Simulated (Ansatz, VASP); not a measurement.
# LaNb2N3 in VASP and in Ansatz

```
La Nb N
1.0
     3.49810    0.00000    0.00000
     0.00000    3.49810    0.00000
     0.00000    0.00000    6.61080
La Nb N
1 2 3
Direct
  0.00000 0.00000 0.00000
  0.50000 0.50000 0.66946
  0.50000 0.50000 0.33054
  0.00000 0.00000 0.60910
  0.00000 0.00000 0.39090
  0.50000 0.50000 0.00000
```

Alike in both runs: functional PBE; k mesh 4 × 4 × 4; occupations gaussian, width 0.1 eV; no spin polarisation.

Ansatz relaxed the structure, and its values are those at the end. VASP's run is a single point on that final structure, the one shown.

|  | VASP | Ansatz |
| --- | --- | --- |
| version | VASP 6.6.1 | Ansatz 0.2.0 |
| potentials or method | VASP PAW PBE potentials, release 64 (La, Nb_sv, N) | scalar-relativistic, plane waves, PAW |
| plane-wave cutoff (eV) | 520 | 420 |
| valence electrons in the cell | 52 | 52 |

|  | VASP | Ansatz | Ansatz less VASP |
| --- | --- | --- | --- |
| gap on the k mesh at the Fermi level (eV) | none | none | - |
| pressure (GPa) | -0.2 | 0.0 | +0.24 |
| rms of the force components (eV/Å) | 0.029 | 0.003 | -0.0264 |

A gap of «none» marks a metal or a gap that the smearing closes.

Caveats: the k mesh is coarse (spacing up to 0.45 Å⁻¹), so the values aren't converged. The runs have no spin-orbit coupling, so splittings on La are missing.
